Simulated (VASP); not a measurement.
# GeAu2 (P-3m1) in VASP: further runs

The runs below take GeAu2 through relaxation of cell and atoms, with PBE, PBEsol.

Program: VASP 6.6.1. These are calculated values, not measurements. Logs are shortened: lines on timing, memory, paths and dates and some standing lists are left out, and cuts for length are marked.

## 1. The structure

Symmetry: P-3m1, No. 164, trigonal system. The conventional cell has a = 3.173 Å, b = 3.173 Å, c = 5.802 Å, α = 90.00°, β = 90.00°, γ = 120.00°. Around Ge (site symmetry -3m) lie 6 Au at 2.34 Å. Au (site symmetry 3m) is surrounded by 3 Ge at 2.34 Å.

The cell was built by a generator and needn't be a form met in nature.

## 2. Relaxation of cell and atoms, PBE

The input, INCAR:

```
  PREC = Accurate
  ENCUT = 600
  EDIFF = 1E-7
  ISMEAR = 1
  SIGMA = 0.2
  LREAL = F
  LASPH = T
  NELM = 60
  ALGO = Normal
  ISIF = 3
  LWAVE = F
  LCHARG = F
  GGA = PE
  IBRION = 2
  NSW = 40
  EDIFFG = -0.005
```

The input, KPOINTS:

```
regular mesh
0
Gamma
  10 10 5
```

The input, POSCAR:

```
GeAu2
1.0
    3.1734252800      0.0000000000      0.0000000000
   -1.5867126400      2.7482669100      0.0000000000
    0.0000000000      0.0000000000      5.8020201400
Ge Au
1 2
Direct
    0.0000000000      0.0000000000      0.0000000000
    0.3333333300      0.6666666700      0.2500000000
    0.6666666700      0.3333333300      0.7500000000
```

Potentials or basis: VASP PAW PBE potentials, release 64 (Ge_d, Au).

Launch:

```bash
cat potpaw_PBE.64/Ge_d/POTCAR potpaw_PBE.64/Au/POTCAR > POTCAR
mpirun -np 1 vasp_std > vasp.out
```

OUTCAR:

```text
PREC = Accurate
   ENCUT = 600
   EDIFF = 1E-7
   ISMEAR = 1
   LREAL = F
   LASPH = T
   NELM = 60
   ISIF = 3
   GGA = PE
   IBRION = 2
   NSW = 40
   EDIFFG = -0.005

 ion  position               nearest neighbor table
   1  0.000  0.000  0.000-   2 2.34   3 2.34   3 2.34   2 2.34   3 2.34   2 2.34
   2  0.333  0.667  0.250-   1 2.34   1 2.34   1 2.34   3 3.43   3 3.43   3 3.43   3 3.43   3 3.43
                             3 3.43
   3  0.667  0.333  0.750-   1 2.34   1 2.34   1 2.34   2 3.43   2 3.43   2 3.43   2 3.43   2 3.43
                             2 3.43

  LATTYP: Found a hexagonal cell.
 ALAT       =     3.1734252800
 C/A-ratio  =     1.8283147161

  Lattice vectors:

 A1 = (   3.1734252800,   0.0000000000,   0.0000000000)
 A2 = (  -1.5867126400,   2.7482669100,   0.0000000000)
 A3 = (   0.0000000000,   0.0000000000,   5.8020201400)

Analysis of symmetry for initial positions (statically):
=====================================================================
 Subroutine PRICEL returns:
 Original cell was already a primitive cell.

 Routine SETGRP: Setting up the symmetry group for a
 hexagonal supercell.

 Subroutine GETGRP returns: Found 12 space group operations
 (whereof 12 operations were pure point group operations)
 out of a pool of 24 trial point group operations.

The static configuration has the point symmetry D_3d.

Analysis of symmetry for dynamics (positions and initial velocities):
=====================================================================
 Subroutine PRICEL returns:
 Original cell was already a primitive cell.

 Routine SETGRP: Setting up the symmetry group for a
 hexagonal supercell.

 Subroutine GETGRP returns: Found 12 space group operations
 (whereof 12 operations were pure point group operations)
 out of a pool of 24 trial point group operations.

The dynamic configuration has the point symmetry D_3d.

 Subroutine INISYM returns: Found 12 space group operations
 (whereof 12 operations are pure point group operations),
 and found     1 'primitive' translations

----------------------------------------------------------------------------------------

                                     Primitive cell

  volume of cell :      50.6019

  direct lattice vectors                    reciprocal lattice vectors
     3.173425280  0.000000000  0.000000000     0.315116920  0.181932839  0.000000000
    -1.586712640  2.748266910  0.000000000     0.000000000  0.363865677  0.000000000
     0.000000000  0.000000000  5.802020140     0.000000000  0.000000000  0.172353762

  length of vectors
     3.173425280  3.173425280  5.802020140     0.363865677  0.363865677  0.172353762

  position of ions in fractional coordinates (direct lattice)
     0.000000000  0.000000000  0.000000000
     0.333333330  0.666666670  0.250000000
     0.666666670  0.333333330  0.750000000

  ion indices of the primitive-cell ions
   primitive index   ion index
                 1           1
                 2           2
                 3           3

----------------------------------------------------------------------------------------

 KPOINTS: regular mesh

Automatic generation of k-mesh.
 Grid dimensions read from file:
 generate k-points for:   10   10    5

 Generating k-lattice:

  Cartesian coordinates                     Fractional coordinates (reciprocal lattice)
     0.031511692  0.018193284  0.000000000     0.100000000  0.000000000  0.000000000
     0.000000000  0.036386568  0.000000000     0.000000000  0.100000000  0.000000000
     0.000000000  0.000000000  0.034470752     0.000000000  0.000000000  0.200000000

  Length of vectors
     0.036386568  0.036386568  0.034470752

  Shift w.r.t. Gamma in fractional coordinates (k-lattice)
     0.000000000  0.000000000  0.000000000

 Subroutine IBZKPT returns following result:
 ===========================================

 Found     58 irreducible k-points:

 Following reciprocal coordinates:
            Coordinates               Weight
  0.000000  0.000000  0.000000      1.000000
  0.100000 -0.000000  0.000000      6.000000
  0.200000 -0.000000  0.000000      6.000000
  0.300000  0.000000  0.000000      6.000000
  0.400000 -0.000000  0.000000      6.000000
  0.500000 -0.000000  0.000000      3.000000
[... 16 lines left out ...]
  0.000000  0.400000  0.200000      6.000000
  0.500000 -0.000000  0.200000      6.000000
 [... further k-points ...]
   k-points           NKPTS =     58   k-points in BZ     NKDIM =     58   number of bands    NBANDS=     22
   number of dos      NEDOS =    301   number of ions     NIONS =      3
   total plane-waves  NPLWV =  37632
   dimension x,y,z NGX =    28 NGY =   28 NGZ =   48
   dimension x,y,z NGXF=    56 NGYF=   56 NGZF=   96
   ions per type =               1   2
   NGX,Y,Z   is equivalent  to a cutoff of  14.67, 14.67, 13.75 a.u.
   NGXF,Y,Z  is equivalent  to a cutoff of  29.34, 29.34, 27.51 a.u.
 SYSTEM =  unknown system
[... 59 lines left out ...]

  energy without entropy =       -8.17091583  energy(sigma->0) =       -8.17491834

------------------------ aborting loop because EDIFF is reached ----------------------------------------

  FORCE on cell =-STRESS in cart. coord.  units (eV):
  Direction    XX          YY          ZZ          XY          YZ          ZX
  --------------------------------------------------------------------------------------
  -------------------------------------------------------------------------------------
  Total       14.3497000     14.3497000     14.1273751      0.0000000      0.0000000      0.0000000
  in kB      454.3462892    454.3462894    447.3069453      0.0000000      0.0000000      0.0000000
  external PRESSURE =     451.9998413 kB  Pullay stress =       0.0000000 kB
[... 22 lines left out ...]
  energy  without entropy=       -8.1709158267  energy(sigma->0) =       -8.17491834

--------------------------------------- Ionic step        2  -------------------------------------------

 number of electron      36.0000025 magnetization

 E-fermi :   2.4041     XC(G=0):  -9.0997

 val. band max:        2.3619257464   @ k =   0.1000  -0.0000   0.4000
 cond. band min:       2.5163419767   @ k =   0.4000   0.2000   0.4000
 fundamental gap:      0.1544162303
 Fermi energy:         2.4041461793

 k-point     1 :       0.0000    0.0000    0.0000
  band No.  band energies     occupation
      1     -22.6373      2.00000
      2     -22.6373      2.00000
      3     -22.6104      2.00000
      4     -22.6104      2.00000
      5     -22.6059      2.00000
      6      -6.4194      2.00000
[... 574 lines left out ...]
      6      -5.1341      2.00000
[... 14 lines left out ...]
     21       4.3236     -0.00000
     22       5.5541     -0.00000

 [... further k-points ...]

------------------------ aborting loop because EDIFF is reached ----------------------------------------

  FORCE on cell =-STRESS in cart. coord.  units (eV):
  Direction    XX          YY          ZZ          XY          YZ          ZX
  --------------------------------------------------------------------------------------
  -------------------------------------------------------------------------------------
  Total       -5.3217802     -5.3217802     -7.8407605      0.0000000      0.0000000      0.0000000
  in kB      -90.6460218    -90.6460218   -133.5518813      0.0000000      0.0000000      0.0000000
  external PRESSURE =    -104.9479750 kB  Pullay stress =       0.0000000 kB
[... 55 lines left out ...]
  FREE ENERGIE OF THE ION-ELECTRON SYSTEM (eV)
  ---------------------------------------------------
  free  energy   TOTEN  =       -10.2745070200 eV

  energy  without entropy=      -10.2725026508  energy(sigma->0) =      -10.27383890

[... ionic steps 4 to 22 ...]

--------------------------------------- Ionic step       23  -------------------------------------------

 number of electron      36.0000016 magnetization

------------------------ aborting loop because EDIFF is reached ----------------------------------------

  FORCE on cell =-STRESS in cart. coord.  units (eV):
  Direction    XX          YY          ZZ          XY          YZ          ZX
  --------------------------------------------------------------------------------------
  -------------------------------------------------------------------------------------
  Total        0.0002242      0.0002242      0.0103795      0.0000000      0.0000000      0.0000000
  in kB        0.0061036      0.0061036      0.2825169      0.0000000      0.0000000      0.0000000
  external PRESSURE =       0.0982414 kB  Pullay stress =       0.0000000 kB
[... 59 lines left out ...]
  energy  without entropy=      -10.8294389662  energy(sigma->0) =      -10.82856785

--------------------------------------- Ionic step       25  -------------------------------------------

 number of electron      36.0000016 magnetization

 Free energy of the ion-electron system (eV)
  ---------------------------------------------------
  ext. energy  EPLUGINS =         0.00000000
  ---------------------------------------------------
  free energy    TOTEN  =       -10.82813409 eV

  energy without entropy =      -10.82943032  energy(sigma->0) =      -10.82856616

 E-fermi :   7.1051     XC(G=0): -11.5282

 val. band max:        6.9882089206   @ k =   0.4000   0.1000   0.0000
 cond. band min:       7.1309737946   @ k =  -0.1000   0.3000   0.4000
 fundamental gap:      0.1427648740
 Fermi energy:         7.1050916598

 k-point     1 :       0.0000    0.0000    0.0000
  band No.  band energies     occupation
      1     -17.6460      2.00000
      2     -17.6460      2.00000
      3     -17.6136      2.00000
      4     -17.6136      2.00000
      5     -17.6062      2.00000
      6      -3.9437      2.00000
[... 574 lines left out ...]
      6      -1.6386      2.00000
[... 14 lines left out ...]
     21      10.3441     -0.00000
     22      11.9281      0.00000

 [... further k-points ...]

------------------------ aborting loop because EDIFF is reached ----------------------------------------

  FORCE on cell =-STRESS in cart. coord.  units (eV):
  Direction    XX          YY          ZZ          XY          YZ          ZX
  --------------------------------------------------------------------------------------
  -------------------------------------------------------------------------------------
  Total       -0.0050934     -0.0050934     -0.0021050      0.0000000      0.0000000      0.0000000
  in kB       -0.1386102     -0.1386102     -0.0572835      0.0000000      0.0000000      0.0000000
  external PRESSURE =      -0.1115013 kB  Pullay stress =       0.0000000 kB
[... 18 lines left out ...]
  FREE ENERGIE OF THE ION-ELECTRON SYSTEM (eV)
  ---------------------------------------------------
  free  energy   TOTEN  =       -10.8281340857 eV

  energy  without entropy=      -10.8294303232  energy(sigma->0) =      -10.82856616

 reached required accuracy - stopping structural energy minimisation
```

Run time: 20 min. Hardware: 1 thread of Intel Xeon Platinum 8259CL at 2.50GHz (Skylake/Cascade Lake), shared host; peak memory 0.25 GiB.

Results:

- Free energy: -10.8281 eV
- Relaxed volume: 19.62 Å³/atom
- Relaxed cell: a = 3.511 Å, b = 3.511 Å, c = 5.516 Å, α = 90.00°, β = 90.00°, γ = 120.00°
- Space group after relaxing (to 0.05 Å): P-3m1 (No. 164)
- Energy gained by relaxing: 883.7 meV/atom
- Ionic steps: 25
- Pressure after relaxing: 0.0 GPa
- Band gap on the k mesh: none (metal or under the smearing width)

The path:
```csv
step,energy change (eV),largest force (eV/Å),pressure (GPa),volume (Å³)
1,0.0000,5.7591,45.20,50.60
2,-0.4309,0.8009,-10.49,94.06
3,-2.0976,0.5455,-4.44,66.93
4,-2.1168,0.7048,-3.21,65.70
5,-2.1229,0.8973,-1.68,64.40
6,-2.1230,0.8510,-2.06,64.70
7,-2.2333,0.9369,-1.79,63.09
8,-2.5263,0.9403,1.30,58.34
9,-1.4328,3.3596,35.55,49.06
10,-2.4963,1.1206,3.66,57.28
11,-2.4355,0.1513,12.98,53.14
12,-2.5217,0.9690,6.15,55.82
13,-2.5222,0.8230,7.59,55.10
14,-2.5591,0.5342,7.01,55.28
15,-2.5857,0.1858,6.42,55.67
16,-2.5871,0.0505,6.43,55.60
17,-2.6204,0.0014,4.29,56.55
18,-2.6496,0.0877,-0.61,59.25
19,-2.6506,0.0787,0.00,58.85
20,-2.6506,0.0771,0.13,58.79
21,-2.6507,0.0679,0.12,58.79
22,-2.6510,0.0399,0.08,58.82
23,-2.6512,0.0167,0.01,58.86
24,-2.6512,0.0007,0.04,58.85
25,-2.6512,0.0002,-0.01,58.87
```

Final structure:
```xyz
3
Lattice="3.5107 0.0000 0.0000 -1.7553 3.0404 0.0000 0.0000 0.0000 5.5158" Properties=species:S:1:pos:R:3 pbc="T T T"
Ge    0.0000    0.0000    0.0000
Au    0.0000    2.0269    1.7571
Au    1.7553    1.0135    3.7587
```

Caveat: the volume moved by over 15 % at a fixed basis, so the end points are rough.

## 3. Relaxation of cell and atoms, PBEsol

The input, INCAR:

```
  PREC = Accurate
  ENCUT = 600
  EDIFF = 1E-6
  ISMEAR = 1
  SIGMA = 0.2
  LREAL = F
  LASPH = T
  NELM = 60
  ALGO = Fast
  ISIF = 3
  LWAVE = F
  LCHARG = F
  GGA = PS
  IBRION = 2
  NSW = 40
  EDIFFG = -0.01
```

The input, KPOINTS:

```
Automatic mesh
0
Gamma
  10 10 5
```

POSCAR is that of step 2.

Potentials or basis: VASP PAW PBE potentials, release 64 (Ge_d, Au).

Launch:

```bash
cat potpaw_PBE.64/Ge_d/POTCAR potpaw_PBE.64/Au/POTCAR > POTCAR
mpirun -np 1 vasp_std > vasp.out
```

Wall time 25 min (1 thread of Intel Xeon Platinum 8259CL at 2.50GHz (Skylake/Cascade Lake), shared host); peak memory 0.26 GiB.

The run converged. Its results:

```
Free energy                            : -12.6271 eV
Relaxed volume                         : 18.29 Å³/atom
Relaxed cell                           : a = 3.366 Å, b = 3.366 Å, c = 5.593 Å, α = 90.00°, β = 90.00°, γ = 120.00°
Space group after relaxing (to 0.05 Å) : P-3m1 (No. 164)
Energy gained by relaxing              : 753.6 meV/atom
Ionic steps                            : 24
Pressure after relaxing                : 0.0 GPa
Largest force after relaxing           : 0.004 eV/Å
Band gap on the k mesh                 : none (metal or under the smearing width)
```

Forces in eV/Å, atoms in the order of the input:
```
Ge   0.000  0.000  0.000
Au   0.000  0.000  0.004
Au   0.000  0.000 -0.004
```

Stress tensor (GPa, compression positive):
```
-0.08  0.00  0.00
 0.00 -0.08  0.00
 0.00  0.00  0.04
```

The path:
```
step  energy change (eV)  largest force (eV/Å)  pressure (GPa)  volume (Å³)
   1              0.0000                5.3514           37.55        50.60
   2              0.1127                0.6941          -13.59        85.43
   3             -1.5456                0.8195           -5.46        63.35
   4             -1.5624                1.0046           -4.00        62.28
   5             -1.5660                1.1656           -2.75        61.43
   6             -1.7412                1.2698           -2.53        59.37
   7             -2.1649                1.0075            3.56        53.39
   8              2.2675               11.9014           95.99        42.38
   9             -2.0460                1.5071            6.00        53.04
  10             -1.6917                0.9650           26.93        47.57
  11             -2.0541                1.4308            8.48        52.00
  12             -2.0562                1.0518           12.15        50.68
  13             -2.0937                0.6805           11.75        50.69
  14             -2.1163                0.0720           11.75        50.72
  15             -2.1702                0.0951            8.84        51.53
  16             -2.2541                0.1317            1.87        54.02
  17             -2.2591                0.1375            0.28        54.74
  18             -2.2592                0.1383            0.09        54.86
  19             -2.2592                0.1386           -0.14        54.94
  20             -2.2595                0.1207           -0.18        54.94
  21             -2.2601                0.0794           -0.20        54.95
  22             -2.2608                0.0049           -0.19        54.96
  23             -2.2608                0.0040           -0.21        54.96
  24             -2.2609                0.0044           -0.04        54.87
```

Final structure:
```
Ge Au
1.0
     3.36588    0.00000    0.00000
    -1.68294    2.91494    0.00000
     0.00000    0.00000    5.59266
Ge Au
1 2
Direct
  0.00000 0.00000 0.00000
  0.33333 0.66667 0.31979
  0.66667 0.33333 0.68021
```

Levels at points of the mesh, in eV from the Fermi level:
```
           k point  band 15  band 16  band 17  band 18  band 19  band 20  band 21  band 22
(0.00, 0.00, 0.00)    -3.53    -3.51    -3.41    -3.41     5.41     5.41     8.66     9.78
(0.50, 0.00, 0.00)    -2.96    -2.70    -2.18    -0.58     1.48     2.05     2.41     3.05
```

Caveat: the PAW data sets were made with another functional, which shifts forces and pressure a little. Spin-orbit coupling is left out, which matters for the levels of Au.

## 4. The reference run

An earlier run on the cell as given: functional PBE; potentials or basis VASP PAW PBE potentials, release 64 (Ge_d, Au); cutoff 520 eV; k mesh 10 × 10 × 5; occupations fermi-dirac, width 0.05 eV; no spin polarisation.

* Pressure: 45.1 GPa
* Largest force: 5.758 eV/Å
* Band gap on the k mesh: none (metal or under the smearing width)

## 5. Overview

```tsv
task	level	cell	cutoff (eV)	smearing	gap on the mesh (eV)	pressure (GPa)	relaxed volume (Å³/atom)
relaxation of cell and atoms	PBE	relaxed	600	methfessel-paxton 0.2 eV	none	0.0	19.62
relaxation of cell and atoms	PBEsol	relaxed	600	methfessel-paxton 0.2 eV	none	0.0	18.29
single point	PBE	as given	520	fermi-dirac 0.05 eV	none	45.1	-
```

Alike in all rows: potentials or basis VASP PAW PBE potentials, release 64 (Ge_d, Au); no spin polarisation; k mesh 10 × 10 × 5.

Caveats: the volume moved by over 15 % at a fixed basis, so the end points are rough (some runs); the PAW data sets were made with another functional, which shifts forces and pressure a little (some runs); a pressure of tens of GPa on the cell as given is suspect, and the run, the potentials or the cell itself is likely at fault (some runs); forces of over 1 eV/Å show positions far from the minimum, so gaps and moduli don't describe the material at rest (some runs).

Absolute energies hang on the potentials; compare differences alone.
